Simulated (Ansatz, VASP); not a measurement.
## BiP: VASP beside Ansatz

```
Bi P
1.0
     0.00000    3.25191    3.25191
     3.25191    0.00000    3.25191
     3.25191    3.25191    0.00000
Bi P
1 1
Direct
  0.00000 0.00000 0.00000
  0.25000 0.25000 0.25000
```

Alike in both runs: task single point; functional PBE; k mesh 3 × 3 × 3; occupations fermi-dirac, width 0.05 eV; no spin polarisation.

|  | VASP | Ansatz |
| --- | --- | --- |
| version | VASP 6.6.1 | Ansatz 0.2.0 |
| potentials or method | VASP PAW PBE potentials, release 64 (Bi_d, P), cutoff 520 eV | all-electron LAPW, scalar-relativistic |

|  | VASP | Ansatz | Ansatz less VASP |
| --- | --- | --- | --- |
| pressure (GPa) | -1.6 | -1.6 | +0.04 |

Ansatz ran all-electron here, so the differences hold the error of VASP's frozen core and of both bases.

Caveats: the k mesh is coarse (spacing up to 0.56 Å⁻¹), so the values aren't converged.
